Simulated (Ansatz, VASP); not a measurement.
# AlCo: VASP beside Ansatz

Wanted: the spread between two codes on one cell, functional and k mesh.

Calculated with Ansatz 0.2.0; plane waves, with VASP 6.6.1 beside it; single point at PBE.

### 1. Starting point

The structure is cubic, space group Pm-3m (No. 221). Conventional cell: a = 2.819 Å, b = 2.819 Å, c = 2.819 Å, α = 90.00°, β = 90.00°, γ = 90.00°. Al has 8 Co at 2.44 Å nearest. Nearest to Co lie 8 Al at 2.44 Å. Farther neighbours are not listed.

As a file:

```cif
data_structure
_symmetry_space_group_name_H-M 'P 1'
_symmetry_Int_Tables_number 1
_cell_length_a 2.8194
_cell_length_b 2.8194
_cell_length_c 2.8194
_cell_angle_alpha 90.000
_cell_angle_beta 90.000
_cell_angle_gamma 90.000
_cell_volume 22.41
loop_
_atom_site_label
_atom_site_type_symbol
_atom_site_fract_x
_atom_site_fract_y
_atom_site_fract_z
_atom_site_occupancy
Al1 Al 0.00000 0.00000 0.00000 1
Co2 Co 0.50000 0.50000 0.50000 1
```

### 2. VASP: single point, PBE

With cell and atoms fixed, the geometry can't cause a difference; cores, projectors, grids and the points listed under the comparison can.

Lines of VASP's logs that name or quote its potential files are left out, and so is its time.

INCAR reads:

```
SYSTEM = AlCo
PREC = Accurate
ENCUT = 400
EDIFF = 1E-06
NELM = 100
ISMEAR = -1
SIGMA = 0.05
LREAL = .FALSE.
ALGO = Normal
GGA = PE
NBANDS = 15
ISPIN = 2
MAGMOM = 0 2
LASPH = .TRUE.
LMAXMIX = 4
LORBIT = 11
LWAVE = .FALSE.
LCHARG = .TRUE.
ISIF = 2
LELF = .TRUE.
LVHAR = .TRUE.
```

POSCAR reads:

```
AlCo
1.0
    2.8194032100      0.0000000000      0.0000000000
    0.0000000000      2.8194032100      0.0000000000
    0.0000000000      0.0000000000      2.8194032100
Al Co
1 1
Direct
    0.0000000000      0.0000000000      0.0000000000
    0.5000000000      0.5000000000      0.5000000000
```

KPOINTS reads:

```
Automatic mesh
0
Gamma
9 9 9
0 0 0
```

Potentials, in the order of the species: Al and Co (PBE family, release 64).

On the command line:

```sh
$ mpirun -np 2 vasp_std
```

Numbers of over 12 decimals in the logs are rounded to 6 here.

The program printed:

```text
[banner, memory and clock lines left out]
running    2 mpi-ranks, on    1 nodes
 distrk:  each k-point on    2 cores,    1 groups
 distr:  one band on    1 cores,    2 groups

 POSCAR found type information on POSCAR AlCo
 POSCAR found :  2 types and       2 ions
 LDA part: xc-table for (Slater+PW92), standard interpolation
|                                                                             |
|           W    W    AA    RRRRR   N    N  II  N    N   GGGG   !!!           |
|           W    W   A  A   R    R  NN   N  II  NN   N  G    G  !!!           |
|           W    W  A    A  R    R  N N  N  II  N N  N  G       !!!           |
|           W WW W  AAAAAA  RRRRR   N  N N  II  N  N N  G  GGG   !            |
|           WW  WW  A    A  R   R   N   NN  II  N   NN  G    G                |
|           W    W  A    A  R    R  N    N  II  N    N   GGGG   !!!           |
|                                                                             |
|     The number of bands has been changed from the values supplied in        |
|     The orbitals not found in the WAVECAR file will be initialized with     |
|     random numbers, which is usually adequate. For correlated               |
|     calculations, however, you should redo the groundstate calculation.     |
|     I found NBANDS = 15. Now, NBANDS = 16.                                  |
|                                                                             |

 POSCAR, INCAR and KPOINTS ok, starting setup
 FFT: planning ... GRIDC
 FFT: planning ... GRID_SOFT
 FFT: planning ... GRID
 WAVECAR not read
 entering main loop
       N       E                     dE             d eps       ncg     rms          rms(c)
DAV:   1     0.289871350463E+02    0.28987E+02   -0.42619E+03  2304   0.650E+02
DAV:   2    -0.119110121258E+02   -0.40898E+02   -0.36424E+02  2648   0.135E+02
DAV:   3    -0.131995401525E+02   -0.12885E+01   -0.12760E+01  2760   0.261E+01
DAV:   4    -0.132182440248E+02   -0.18704E-01   -0.18695E-01  2904   0.289E+00
DAV:   5    -0.132188459287E+02   -0.60190E-03   -0.60190E-03  2800   0.543E-01    0.137E+01
DAV:   6    -0.157085283800E+02   -0.24897E+01   -0.44775E+01  2672   0.760E+01    0.162E+01
DAV:   7    -0.119962803823E+02    0.37122E+01   -0.24239E+01  2712   0.487E+01    0.253E+00
DAV:   8    -0.119898921992E+02    0.63882E-02   -0.17743E-01  2752   0.276E+00    0.129E+00
DAV:   9    -0.119804683841E+02    0.94238E-02   -0.40241E-02  3024   0.151E+00    0.792E-01
DAV:  10    -0.119798069419E+02    0.66144E-03   -0.18504E-03  3040   0.301E-01    0.188E-01
DAV:  11    -0.119798332364E+02   -0.26294E-04   -0.12410E-04  2880   0.845E-02    0.110E-01
DAV:  12    -0.119798348942E+02   -0.16578E-05   -0.12565E-04  2888   0.881E-02    0.365E-02
DAV:  13    -0.119798366916E+02   -0.17975E-05   -0.75742E-06  2656   0.233E-02    0.986E-03
DAV:  14    -0.119798372343E+02   -0.54263E-06   -0.75378E-07  1552   0.677E-03
   1 F= -.11979837E+02 E0= -.11977673E+02  d E =-.432872E-02  mag=     0.0002
```

Parts of OUTCAR (step 2):

```text
ion  position               nearest neighbor table
   1  0.000  0.000  0.000-   2 2.44   2 2.44   2 2.44   2 2.44   2 2.44   2 2.44   2 2.44   2 2.44

  LATTYP: Found a simple cubic cell.
 ALAT       =     2.8194032100

 Subroutine GETGRP returns: Found 48 space group operations
 (whereof 48 operations were pure point group operations)

The static configuration has the point symmetry O_h .

 Found     35 irreducible k-points:

   k-points           NKPTS =     35   k-points in BZ     NKDIM =     35   number of bands    NBANDS=     16

   dimension x,y,z NGX =    18 NGY =   18 NGZ =   18
   dimension x,y,z NGXF=    36 NGYF=   36 NGZF=   36

   ENCUT  =  400.0 eV  29.40 Ry    5.42 a.u.   4.60  4.60  4.60*2*pi/ulx,y,z

   NELECT =      12.0000    total number of electrons

 k-points in reciprocal lattice and weights: Automatic mesh
   0.00000000  0.00000000  0.00000000       0.001
   0.11111111  0.00000000  0.00000000       0.008
   0.22222222  0.00000000  0.00000000       0.008
   0.33333333  0.00000000  0.00000000       0.008
   0.44444444  0.00000000  0.00000000       0.008
   0.11111111  0.11111111  0.00000000       0.016
   0.22222222  0.11111111  0.00000000       0.033
   0.33333333  0.11111111  0.00000000       0.033
   0.44444444  0.11111111  0.00000000       0.033
[...]
0.44444444  0.44444444  0.33333333       0.033
   0.44444444  0.44444444  0.44444444       0.011

 average (electrostatic) potential at core
       1 -68.7331       2 -77.3901

 E-fermi :  11.0142

 spin component 1
 k-point     1 :       0.0000    0.0000    0.0000
  band No.  band energies     occupation
    ...
      2       7.9105      1.00000
      3       7.9105      1.00000
      4      10.1383      1.00000
      5      10.1383      1.00000
      6      10.1383      1.00000
      7      17.1469      0.00000
      8      17.1469      0.00000
      9      17.1469      0.00000
     10      19.8865      0.00000
     11      19.8865      0.00000
    ...

 k-point     2 :       0.1111    0.0000    0.0000
  band No.  band energies     occupation
    ...
      2       7.8817      1.00000
      3       7.9775      1.00000
      4      10.0122      1.00000
      5      10.0122      1.00000
      6      10.1524      1.00000
      7      15.3387      0.00000
      8      17.4771      0.00000
      9      17.4771      0.00000
     10      19.8487      0.00000
     11      21.5273      0.00000
    ...

 k-point     3 :       0.2222    0.0000    0.0000
  band No.  band energies     occupation
    ...
      2       7.6218      1.00000
      3       8.1532      1.00000
      4       9.7202      1.00000
      5       9.7202      1.00000
      6      10.1869      1.00000
      7      13.0608      0.00000
      8      18.3840      0.00000
      9      18.3840      0.00000
     10      19.7388      0.00000
     11      23.3420      0.00000
    ...

 k-point     4 :       0.3333    0.0000    0.0000
  band No.  band energies     occupation
    ...
      2       6.6771      1.00000
      3       8.3648      1.00000
      4       9.4262      1.00000
      5       9.4262      1.00000
      6      10.2264      1.00000
      7      11.6855      0.00000
      8      19.5898      0.00000
      9      19.7122      0.00000
     10      19.7122      0.00000
     11      24.7131      0.00000
    ...

 k-point     5 :       0.4444    0.0000    0.0000
  band No.  band energies     occupation
    ...
      2       5.0546      1.00000
      3       8.5105      1.00000
      4       9.2510      1.00000
      5       9.2510      1.00000
      6      10.2524      1.00000
      7      11.2520      0.00853
      8      19.4759      0.00000
      9      21.2908      0.00000
     10      21.2908      0.00000
     11      23.6016      0.00000
    ...

 k-point     6 :       0.1111    0.1111    0.0000
  band No.  band energies     occupation
    ...
      2       7.9238      1.00000
      3       7.9880      1.00000
      4       9.8675      1.00000
      5       9.9993      1.00000
      6      10.0572      1.00000
      7      15.2898      0.00000
      8      15.9677      0.00000
      9      17.8016      0.00000
     10      20.6699      0.00000
     11      22.5024      0.00000
    ...

  Total        0.8805675      0.8805675      0.8805675      0.0000000     -0.0000000      0.0000000
  in kB       62.9508627     62.9508627     62.9508627      0.0000000     -0.0000000      0.0000000
  external PRESSURE =      62.9508627 kB  Pullay stress =       0.0000000 kB

  energy-cutoff  :      400.00
  volume of cell :       22.41
      direct lattice vectors                 reciprocal lattice vectors
     2.819403210  0.000000000  0.000000000     0.354684990  0.000000000  0.000000000
     0.000000000  2.819403210  0.000000000     0.000000000  0.354684990  0.000000000
     0.000000000  0.000000000  2.819403210     0.000000000  0.000000000  0.354684990

 POSITION                                       TOTAL-FORCE (eV/Angst)
 -----------------------------------------------------------------------------------
      0.00000      0.00000      0.00000         0.000000      0.000000      0.000000
      1.40970      1.40970      1.40970         0.000000      0.000000      0.000000
 -----------------------------------------------------------------------------------
    total drift:                                0.000000     -0.000000      0.000000

  FREE ENERGIE OF THE ION-ELECTRON SYSTEM (eV)
  ---------------------------------------------------
  free  energy   TOTEN  =       -11.9798372343 eV

  energy  without entropy=      -11.9755085174  energy(sigma->0) =      -11.97767288

 total charge
# of ion       s       p       d       tot
------------------------------------------
    1        0.399   0.444   0.000   0.842
    2        0.447   0.534   7.529   8.510
--------------------------------------------------
tot          0.845   0.978   7.529   9.352

 magnetization (x)
# of ion       s       p       d       tot
------------------------------------------
    1       -0.000  -0.000   0.000  -0.000
    2       -0.000  -0.000   0.001   0.001
--------------------------------------------------
tot         -0.000  -0.000   0.001   0.001

[... 6 further parts left out ...]
```

The moments of VASP's start collapse, so its state is non-magnetic. With spin, VASP writes an ELF for each channel. The k-mesh is coarse for a metal. At this level the cell is under a pressure of 6.3 GPa, so at these settings it is away from equilibrium.

### 3. Ansatz: single point, PBE

Ansatz runs on its default PAW (the set named soft_2) files.

The same cell, functional, mesh and smearing now go to Ansatz, which takes its cutoff from its data sets.

input.yaml reads:

```yaml
crystal:
  lattice:
    - [2.81940321, 0.0, 0.0]
    - [0.0, 2.81940321, 0.0]
    - [0.0, 0.0, 2.81940321]
  atoms:
    - { symbol: Al, position: [0.0, 0.0, 0.0] }
    - { symbol: Co, position: [0.5, 0.5, 0.5], spin: 2.0 }
hamiltonian:
  xc: pbe
  pseudopotentials: { kind: paw }
magnetization:
  spin_polarized: true
kpoints:
  mp_grid: { grid: [9, 9, 9] }
scf:
  occupations: { method: fermi_dirac, width: 0.05 }
  n_extra_bands: 7
output:
  forces: true
  stress: true
  eigenvalues: true
```

On the command line:

```sh
$ ansatz run input.yaml --threads 2 --pin off --max-ram 4608MiB --backend cpu --events-out ev --progress --plain --runs-dir out
```

The program printed:

```text
scf.n_extra_bands = 7 over 10 filled bands (N_el = 20.0): the run solves 17 bands
Engine: ansatz 0.2.0, aarch64-unknown-linux-gnu
Pseudopotentials: kind: paw
Pseudopotential: Al, paw, valence charge 3, recommended cutoff 420 eV (normal), Al.paw.azcp
Pseudopotential: Co, paw, valence charge 17, recommended cutoff 420 eV (normal), Co.paw.azcp
Functional definition: PBE
  parameter kappa = 0.804
  parameter beta = 0.066725
  exchange = pbe_x(kappa = kappa, mu = beta*pi^2/3)
  correlation = pbe_c(beta = beta)
Crystal: 2 atoms, lattice volume = 22.412 Å³
Basis set: ecut = 420 eV, 461 PW (Γ), exchange–correlation on 40×40×40 points (8 copies of the dense FFT grid, shifted against one another)
Bands: 17, of which v1, the nominal top of the filled ones, is band 10 counted from 1 (9 counted from 0)
Symmetry: 48 space group operations
Space group: Pm-3m (ITA 221), of the structure as read, at distance tolerance 2.8e-5 Å
Magnetic group: BNS 221.92 (UNI 1594), of the structure as read, at distance tolerance 2.8e-5 Å
k-points: 35 of 729
Non-local potential: Al, projectors of the file, l = 0: 2, l = 1: 2, l = 2: 1
Non-local potential: Co, projectors of the file, l = 0: 3, l = 1: 2, l = 2: 3, l = 3: 1
PAW form: soft (Blöchl's): semilocal exchange-correlation on the pseudo side does not see the compensation charge
PAW one-centre angular grid: Al, 110 points (default); XC on 64 Gauss nodes
PAW one-centre angular grid: Co, 590 points (default); XC on 64 Gauss nodes
Initial density: superposition of atomic densities (chi_scale 0.1, normalization cell)
Starting moments: Σ|m| = 2 μB on 1 of 2 sites
Initial wavefunctions: pseudopotential atomic-orbital guess
Functional: x = pbe(κ = 0.804, μ = 0.219515), c = pbe(β = 0.066725)
SCF iter   1: F=—  HF=-5664.336918 eV  |F-HF|=—  |Δ(HF+E_count)|=         —  Δρ=2.29e-1 (↑2.29e-1 ↓1.20e-1)  dr2=1.93e0  dr2_m=6.07e0  M=0.113 μB ∫|m|=0.274 μB  β_m=0.30  ethr=3.10e-3  ⟨swp⟩=4.9  Hψ=5322  notcnv=0  defer=7
Mixer restart at iter 1: flushing history
preconditioner: auto → none  [metal: Δε(μ)=0.012 eV  Ē_g=11.675 eV  σ=0.050 eV  W_gap=0.06  n_scr=6 (ndim 8)  ℏωp=27.2 eV  f_vac=0.000  D(μ)=1.05/eV (n_scr^D=6)  sad-step TF]
SCF iter   2: F=—  HF=-5663.553434 eV  |F-HF|=—  |Δ(HF+E_count)|=   7.83e-1  Δρ=1.36e-1 (↑1.20e-1 ↓1.36e-1)  dr2=2.27e-1  dr2_m=3.30e0  M=0.095 μB ∫|m|=0.190 μB  β_m=0.55  ethr=3.10e-3  ⟨swp⟩=2.5  Hψ=2625  notcnv=0  defer=113
SCF iter   3: F=—  HF=-5665.585571 eV  |F-HF|=—  |Δ(HF+E_count)|=    2.03e0  Δρ=1.28e-1 (↑1.28e-1 ↓3.59e-2)  dr2=3.49e0  dr2_m=4.86e-1  M=0.034 μB ∫|m|=0.099 μB  β_m=0.50  ethr=1.14e-3  ⟨swp⟩=3.0  Hψ=2851  notcnv=0  defer=114
SCF iter   4: F=—  HF=-5664.788683 eV  |F-HF|=—  |Δ(HF+E_count)|=   7.97e-1  Δρ=1.29e-2 (↑1.29e-2 ↓1.19e-2)  dr2=8.04e-2  dr2_m=5.03e-4  M=0.013 μB ∫|m|=0.038 μB  β_m=0.75  ethr=1.14e-3  ⟨swp⟩=2.6  Hψ=2898  notcnv=0  defer=114
SCF iter   5: F=—  HF=-5664.829300 eV  |F-HF|=—  |Δ(HF+E_count)|=   4.06e-2  Δρ=1.48e-2 (↑1.14e-2 ↓1.48e-2)  dr2=9.95e-2  dr2_m=6.12e-4  M=0.008 μB ∫|m|=0.024 μB  β_m=0.87  ethr=4.02e-4  ⟨swp⟩=2.0  Hψ=1915  notcnv=0  defer=114
SCF iter   6: F=—  HF=-5664.828506 eV  |F-HF|=—  |Δ(HF+E_count)|=   7.94e-4  Δρ=2.52e-3 (↑2.52e-3 ↓2.12e-3)  dr2=3.54e-3  dr2_m=1.01e-5  M=0.001 μB ∫|m|=0.004 μB  β_m=0.78  ethr=4.02e-4  ⟨swp⟩=2.1  Hψ=1859  notcnv=0  defer=114
SCF iter   7: F=—  HF=-5664.828638 eV  |F-HF|=—  |Δ(HF+E_count)|=   1.31e-4  Δρ=9.49e-4 (↑9.49e-4 ↓3.68e-4)  dr2=2.16e-4  dr2_m=1.96e-5  M=0.001 μB ∫|m|=0.004 μB  β_m=0.89  ethr=1.77e-5  ⟨swp⟩=1.1  Hψ=1619  notcnv=0  defer=114
SCF iter   8: F=—  HF=-5664.828620 eV  |F-HF|=—  |Δ(HF+E_count)|=   1.73e-5  Δρ=2.24e-4 (↑2.24e-4 ↓4.61e-5)  dr2=8.54e-6  dr2_m=3.35e-6  M=0.000 μB ∫|m|=0.001 μB  β_m=0.87  ethr=1.08e-6  ⟨swp⟩=1.4  Hψ=1302  notcnv=0  defer=114
SCF iter   9: F=—  HF=-5664.828645 eV  |F-HF|=—  |Δ(HF+E_count)|=   2.45e-5  Δρ=6.71e-5 (↑6.71e-5 ↓2.62e-5)  dr2=1.79e-6  dr2_m=1.03e-7  M=0.000 μB ∫|m|=0.000 μB  β_m=0.94  ethr=4.27e-8  ⟨swp⟩=1.5  Hψ=1304  notcnv=0  defer=114
SCF iter  10: F=—  HF=-5664.828645 eV  |F-HF|=—  |Δ(HF+E_count)|=   4.58e-7  Δρ=1.54e-5 (↑1.54e-5 ↓3.75e-6)  dr2=5.63e-8  dr2_m=7.78e-9  M=0.000 μB ∫|m|=0.000 μB  β_m=0.92  ethr=8.94e-9  ⟨swp⟩=1.9  Hψ=1372  notcnv=0  defer=114
SCF iter  11: F=—  HF=-5664.828645 eV  |F-HF|=—  |Δ(HF+E_count)|=   1.94e-9  Δρ=8.00e-7 (↑4.15e-7 ↓8.00e-7)  dr2=1.94e-10  dr2_m=1.60e-11  M=0.000 μB ∫|m|=0.000 μB  β_m=0.96  ethr=2.82e-10  ⟨swp⟩=2.2  Hψ=1692  notcnv=0  defer=114
SCF iter  12: F=-5664.828645 eV  HF=-5664.828645 eV  |F-HF|=1.27e-10  |Δ(HF+E_count)|=  3.73e-11  Δρ=5.11e-7 (↑5.11e-7 ↓4.36e-7)  dr2=1.45e-10  dr2_m=4.49e-13  M=0.000 μB ∫|m|=0.000 μB  ethr=1.00e-12  ⟨swp⟩=5.7  Hψ=4507  notcnv=0
SCF 1 converged in 12 iterations: F = -5664.828645 eV  dr2 = 1.45e-10
  greatest PAW one-centre occupation: 1.000 electrons in one spin orbital (limit 2), on the Co atom at site 1 (counted from 0), in its partial waves of l = 1
WARN: the starting moments were not kept: the SCF closed with an absolute magnetisation of 8.2e-7 μB, where they sum to 2 μB in size (1 site). That is at most 0.1 of that sum. Measured as dr2_m measures the in/out step, that magnetisation stands 1.2e-12 eV from none, at or under the dr2_threshold of 1.0e-7 eV: it is no larger than a step whose dr2_m would equal this threshold. The system may hold no moment; this SCF  [...]
SCF converged after 12 iterations
Magnetization: 0.0000 μB (10.0000 up, 10.0000 down)
Absolute magnetization: 0.0000 μB (∫|ρ↑−ρ↓|, with the PAW one-centre terms)
Spin contamination: 0.0000 ħ² per cell (⟨S²⟩ above its minimum at these occupations)
Per-site moments (μB) at R_I (Å): [(-2.023530642398735e-8, 1.007191), (6.169062863364954e-7, 1.007191)]
Free energy (F): -5664.828645 eV
Harris-Foulkes:  -5664.828645 eV  (|F-HF|=1.27e-10)
Internal energy: -5664.824274 eV  (E = F + TS)
E sigma→0 (E₀):  -5664.826460 eV
Entropy (-TS):   -0.004371 eV (-2.185 meV/atom)
Fermi energy:    15.061362 eV
--- Per-component energies (eV) ---
  E_band       = -274.160906
  E_kinetic    = 484.981379
  E_local      = -3632.540251  (includes V_loc(G=0)·N_el)
  E_nonlocal   = 466.583739
  E_hartree    = 1571.043157
  E_xc         = -201.387795
  E_vxc        = -237.663983  (∫ρ·V_xc dr)
  E_paw        = -1985.456350  (= ΣΔE_a)
  E_vpaw       = -497.609172  (= ΣTr[D̂ρ^β])
  E_aug_tail   = 0.000109  (compensation charges beyond the density's cutoff)
  E_ewald      = -2368.048262
  E_smearing   = -0.004371  (= −TS)
  E_closure    = 0.000000  (closes the sum)
  Σ components = -5664.828645   (vs F -5664.828645, Δ=0.00e0)
--- Forces (eV/Å), atoms counted from 1 ---
  atom   1  Al    -0.00000000     0.00000000    -0.00000000
  atom   2  Co     0.00000000     0.00000000     0.00000000
  max |Σ_I F_I| component: 1.28e-28 eV/Å
--- Stress (GPa, compression-positive) ---
        6.629510       0.000000       0.000000
       -0.000000       6.629510       0.000000
        0.000000       0.000000       6.629510
  P = ⅓ Tr σ = 6.6295 GPa (66.295 kbar)
--- Band table (eV; the first three rows and the last of 70) ---
  k-point 0 ↑: bands = [... 6 lower, 11.9353, 14.1834, 14.1834, 14.1834, 21.1568, 21.1568, 21.1568, 23.8842, ... 3 higher]
  k-point 1 ↑: bands = [... 6 lower, 12.0028, 14.0556, 14.0556, 14.1973, 19.3587, 21.4864, 21.4864, 23.8428, ... 3 higher]
  k-point 2 ↑: bands = [... 6 lower, 12.1798, 13.7609, 13.7609, 14.2325, 17.0930, 22.3901, 22.3901, 23.7257, ... 3 higher]
  k-point 34 ↓: bands = [... 6 lower, 11.0316, 14.6524, 14.6524, 16.2686, 17.4807, 17.4807, 19.4694, 20.9067, ... 3 higher]
```

Run time: 2.6 s. Hardware: 2 threads of Arm Neoverse N1, shared host; peak memory 0.28 GiB; 4.5 s of CPU time.

The run ends at a pressure of 6.63 GPa.

### 4. Comparison

Known differences besides the potentials themselves: the data sets hold 20 valence electrons in Ansatz (default PAW (the set named soft_2) files) and 12 in VASP; the cutoff is 420 eV in Ansatz and 400 eV in VASP. Total energies have different zeros and are not compared.

Compared:

```csv
quantity,Ansatz,VASP,difference
pressure (GPa),6.63,6.30,+0.33
pressure without Ansatz's Pulay correction (GPa),6.51,6.30,+0.22
```

Ansatz's pressure holds a Pulay correction of 0.12 GPa; VASP's holds none.

### 5. Other set-ups

Further runs change the set-up of one program: Ansatz's method, potentials or start, or VASP's data sets, cutoff or form of LDA. The table gives Ansatz less VASP for each quantity, since a change that brings one quantity closer may part another.

| run | pressure (GPa) |
| --- | --- |
| as above | 0.33 |
| Ansatz's all-electron LAPW method | 0.27 |

### 6. Results

```json
{
  "difference in pressure (single point, PBE)": "0.33 GPa"
}
```

**Reading.** The difference in pressure is 0.33 GPa (single point, PBE), within the 1 GPa picked in this series as the mark of a large difference. For single point, PBE, no further run moves any of the tabulated differences by more than a quarter of its size. Such differences can come from data sets, numerical settings and the points named under the comparisons, not from the functional's error against experiment.

[Lines on the potential files, build, host, timing and source positions are cut from VASP's logs without a mark.]

[Logs are printed without paths, hosts, clocks, repeated set-up lines and the standing remarks that a program may print on its own settings, such as how far it seeks lower states.]

[Hosts, paths, dates, database ids (printed as entryN), source tags and the programs' standing remarks are cut or masked in the printed files.]
